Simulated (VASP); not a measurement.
# Cl2Cd in VASP: reference runs

How does Cl2Cd come out in PBE? The cell is run as given.

All numbers are computed with VASP 6.6.1; they aren't measurements. Logs are shortened: lines on timing, memory, paths and dates and some standing lists are left out, and cuts for length are marked.

### Step 1. The molecule as given

The cell holds a molecule in a box, 3 atoms: a = 13.000 Å, b = 12.000 Å, c = 11.000 Å, α = 90.00°, β = 90.00°, γ = 90.00°.

### Step 2. Single point, PBE

Input file INCAR:

```
PREC = Accurate ; ENCUT = 520
EDIFF = 1E-7 ; ISMEAR = 0
SIGMA = 0.01 ; LREAL = F
LASPH = T ; NELM = 80
ALGO = Normal ; ISIF = 2
LWAVE = F ; LCHARG = T
GGA = PE ; LELF = T
LVHAR = T ; LVACPOTAV = T
NBANDS = 20
```

Input file KPOINTS:

```
Automatic mesh
0
Gamma
  1 1 1
```

Input file POSCAR:

```
CdCl2
1.0
   13.0000000000      0.0000000000      0.0000000000
    0.0000000000     12.0000000000      0.0000000000
    0.0000000000      0.0000000000     11.0000000000
Cl Cd
2 1
Direct
    0.6188038500      0.6143125000      0.5919909100
    0.3831961500      0.3891875000      0.4141909100
    0.5009807700      0.5017791700      0.5030818200
```

Potentials or basis: VASP PAW PBE potentials, release 64 (Cl, Cd).

On the command line:

```bash
$ cat potpaw_PBE.64/Cl/POTCAR potpaw_PBE.64/Cd/POTCAR > POTCAR
$ mpirun -np 1 vasp_gam > vasp.out
```

OUTCAR:

```text
PREC = Accurate
   ENCUT = 520
   EDIFF = 1E-7
   ISMEAR = 0
   LREAL = F
   LASPH = T
   NELM = 80
   ISIF = 2
   GGA = PE

 ion  position               nearest neighbor table
   1  0.619  0.614  0.592-   3 2.26
   2  0.383  0.389  0.414-   3 2.26
   3  0.501  0.502  0.503-   2 2.26   1 2.26

  LATTYP: Found a simple orthorhombic cell.
 ALAT       =    11.0000000000
 B/A-ratio  =     1.0909090909
 C/A-ratio  =     1.1818181818

  Lattice vectors:

 A1 = (   0.0000000000,   0.0000000000, -11.0000000000)
 A2 = (   0.0000000000,  12.0000000000,   0.0000000000)
 A3 = (  13.0000000000,   0.0000000000,   0.0000000000)

Analysis of symmetry for initial positions (statically):
=====================================================================
 Subroutine PRICEL returns:
 Original cell was already a primitive cell.

 Routine SETGRP: Setting up the symmetry group for a
 simple orthorhombic supercell.

 Subroutine GETGRP returns: Found  1 space group operations
 (whereof  1 operations were pure point group operations)
 out of a pool of  8 trial point group operations.

The static configuration has the point symmetry C_1 .

Analysis of symmetry for dynamics (positions and initial velocities):
=====================================================================
 Subroutine PRICEL returns:
 Original cell was already a primitive cell.

 Routine SETGRP: Setting up the symmetry group for a
 simple orthorhombic supercell.

 Subroutine GETGRP returns: Found  1 space group operations
 (whereof  1 operations were pure point group operations)
 out of a pool of  8 trial point group operations.

The dynamic configuration has the point symmetry C_1 .

 Subroutine INISYM returns: Found  1 space group operations
 (whereof  1 operations are pure point group operations),
 and found     1 'primitive' translations

----------------------------------------------------------------------------------------

                                     Primitive cell

  volume of cell :    1716.0000

  direct lattice vectors                    reciprocal lattice vectors
    13.000000000  0.000000000  0.000000000     0.076923077  0.000000000  0.000000000
     0.000000000 12.000000000  0.000000000     0.000000000  0.083333333  0.000000000
     0.000000000  0.000000000 11.000000000     0.000000000  0.000000000  0.090909091

  length of vectors
    13.000000000 12.000000000 11.000000000     0.076923077  0.083333333  0.090909091

  position of ions in fractional coordinates (direct lattice)
     0.618803850  0.614312500  0.591990910
     0.383196150  0.389187500  0.414190910
     0.500980770  0.501779170  0.503081820

  ion indices of the primitive-cell ions
   primitive index   ion index
                 1           1
                 2           2
                 3           3

----------------------------------------------------------------------------------------

 KPOINTS: Automatic mesh

Automatic generation of k-mesh.
 Grid dimensions read from file:
 generate k-points for:    1    1    1

 Generating k-lattice:

  Cartesian coordinates                     Fractional coordinates (reciprocal lattice)
     0.076923077  0.000000000  0.000000000     1.000000000  0.000000000  0.000000000
     0.000000000  0.083333333  0.000000000     0.000000000  1.000000000  0.000000000
     0.000000000  0.000000000  0.090909091     0.000000000  0.000000000  1.000000000

  Length of vectors
     0.076923077  0.083333333  0.090909091

  Shift w.r.t. Gamma in fractional coordinates (k-lattice)
     0.000000000  0.000000000  0.000000000

 Subroutine IBZKPT returns following result:
 ===========================================

 Found      1 irreducible k-points:

 Following reciprocal coordinates:
            Coordinates               Weight
  0.000000  0.000000  0.000000      1.000000
   k-points           NKPTS =      1   k-points in BZ     NKDIM =      1   number of bands    NBANDS=     20
   number of dos      NEDOS =    301   number of ions     NIONS =      3
   total plane-waves  NPLWV = 740880
   dimension x,y,z NGX =    98 NGY =   90 NGZ =   84
   dimension x,y,z NGXF=   196 NGYF=  180 NGZF=  168
   ions per type =               2   1
   NGX,Y,Z   is equivalent  to a cutoff of  12.53, 12.47, 12.70 a.u.
   NGXF,Y,Z  is equivalent  to a cutoff of  25.06, 24.94, 25.39 a.u.
 SYSTEM =  unknown system
   PREC   = accura    normal or accurate (medium, high low for compatibility)
   ISTART =      0    job   : 0-new  1-cont  2-samecut
   ICHARG =      2    charge: 1-file 2-atom 10-const
   ISPIN  =      1    spin polarized calculation?
   LNONCOLLINEAR =      F non collinear calculations
   LSORBIT =      F    spin-orbit coupling
   LASPH  =      T    aspherical Exc in radial PAW
   ENCUT  =  520.0 eV  38.22 Ry    6.18 a.u.  24.17 22.31 20.45*2*pi/ulx,y,z
   NELM   =     80;   NELMIN=  2; NELMDL= -5     # of ELM steps
   EDIFF  = 0.1E-06   stopping-criterion for ELM
   LREAL  =      F    real-space projection
   EDIFFG = 0.1E-05   stopping-criterion for IOM
   NSW    =      0    number of steps for IOM
   IBRION =     -1    ionic relax: 0-MD 1-quasi-New 2-CG
   NFREE  =      0    steps in history (QN), initial steepest desc. (CG)
   ISIF   =      2    stress and relaxation
   ISYM   =      2    0-nonsym 1-usesym 2-fastsym
   POTIM  = 0.5000    time-step for ionic-motion
   TEBEG  =    0.0;   TEEND  =   0.0 temperature during run
   PSTRESS=    0.0 pullay stress
   NELECT =      26.0000    total number of electrons
   NUPDOWN=      -1.0000    fix difference up-down
   EMIN   =  10.00;   EMAX   =-10.00  energy-range for DOS
   EFERMI =   0.00;   METHOD = LEGACY
   ISMEAR =     0;   SIGMA  =   0.01  broadening in eV -4-tet -1-fermi 0-gaus
   EFERMI_NEDOS =   21; number of points for ismear=-14 and -15
   IALGO  =     38    algorithm
   IMIX   =      4    mixing-type and parameters
     AMIX     =   0.40;   BMIX     =  1.00
     AMIX_MAG =   1.60;   BMIX_MAG =  1.00
  volume/ion in A,a.u.               =     572.00      3860.05
  Fermi-wavevector in a.u.,A,eV,Ry     =   0.405098  0.765524  2.232777  0.164104
  Thomas-Fermi vector in A             =   1.357169
   LORBIT       =      0    0 simple, 1 ext, 2 COOP (PROOUT), +10 PAW based schemes
   GGA     = PE    functional components
   LHFCALC =     F    Hartree Fock is set to
   AEXX    =    0.0000 exact exchange contribution
   IVDW    =     0    specifies the selected vdW correction
   LEPSILON=     F    determine dielectric tensor
   LRPA    =     F    only Hartree local field effects (RPA)
 non-spin polarized calculation
 Gauss-broadening in eV      SIGMA  =   0.01
  energy-cutoff  :      520.00
  volume of cell :     1716.00
 maximum number of plane-waves:     23131
 NGX is ok and might be reduce to    98
   NGX = 49   NGY = 45   NGZ = 41

 number of electron      25.9999998 magnetization

 Free energy of the ion-electron system (eV)
  ---------------------------------------------------
  ext. energy  EPLUGINS =         0.00000000
  ---------------------------------------------------
  free energy    TOTEN  =        -6.56705007 eV

  energy without entropy =       -6.56705007  energy(sigma->0) =       -6.56705007

 E-fermi :  -7.1729     XC(G=0):  -0.8576

 val. band max:       -7.2511065283   @ k =   0.0000   0.0000   0.0000
 cond. band min:      -2.7581712087   @ k =   0.0000   0.0000   0.0000
 fundamental gap:      4.4929353196
 Fermi energy:        -7.1728542379

 k-point     1 :       0.0000    0.0000    0.0000
  band No.  band energies     occupation
      1     -20.1002      2.00000
      2     -19.6938      2.00000
      3     -13.9931      2.00000
      4     -13.8662      2.00000
      5     -13.8661      2.00000
      6     -13.7434      2.00000
      7     -13.7433      2.00000
      8      -9.1173      2.00000
      9      -8.6008      2.00000
     10      -7.6565      2.00000
     11      -7.6560      2.00000
     12      -7.2516      2.00000
     13      -7.2511      2.00000
     14      -2.7582      0.00000
     15      -1.0949      0.00000
     16      -1.0891      0.00000
     17       0.0410      0.00000
     18       0.4798      0.00000
     19       0.8574      0.00000
     20       0.9341      0.00000

------------------------ aborting loop because EDIFF is reached ----------------------------------------

  FORCE on cell =-STRESS in cart. coord.  units (eV):
  Direction    XX          YY          ZZ          XY          YZ          ZX
  --------------------------------------------------------------------------------------
  -------------------------------------------------------------------------------------
  Total        0.4738388      0.3624482      0.1793959      0.4415246      0.2848172      0.3225573
  in kB        0.4424089      0.3384070      0.1674965      0.4122382      0.2659252      0.3011620
  external PRESSURE =       0.3161042 kB  Pullay stress =       0.0000000 kB

 VOLUME and BASIS-vectors are now :
 -----------------------------------------------------------------------------
  energy-cutoff  :      520.00
  volume of cell :     1716.00
      direct lattice vectors                 reciprocal lattice vectors
    13.000000000  0.000000000  0.000000000     0.076923077  0.000000000  0.000000000
     0.000000000 12.000000000  0.000000000     0.000000000  0.083333333  0.000000000
     0.000000000  0.000000000 11.000000000     0.000000000  0.000000000  0.090909091

 POSITION                                       TOTAL-FORCE (eV/Angst)
 -----------------------------------------------------------------------------------
      8.04445      7.37175      6.51190         0.163256      0.144461      0.105426
      4.98155      4.67025      4.55610        -0.162943     -0.144032     -0.105658
      6.51275      6.02135      5.53390        -0.000312     -0.000430      0.000232
 -----------------------------------------------------------------------------------
    total drift:                               -0.000584     -0.000166     -0.000035

  FREE ENERGIE OF THE ION-ELECTRON SYSTEM (eV)
  ---------------------------------------------------
  free  energy   TOTEN  =        -6.5670500749 eV

  energy  without entropy=       -6.5670500749  energy(sigma->0) =       -6.56705007
```

Wall time 94 s (1 thread of Intel Xeon 6975P-C (Granite Rapids), shared host); peak memory 1.2 GiB.

Results:

```
Free energy                     : -6.5671 eV
Largest force                   : 0.242 eV/Å
Gap between the frontier levels : 4.49 eV
```

Forces on the atoms (eV/Å):
```
Cl   0.163  0.144  0.105
Cl  -0.163 -0.144 -0.106
Cd   0.000  0.000  0.000
```
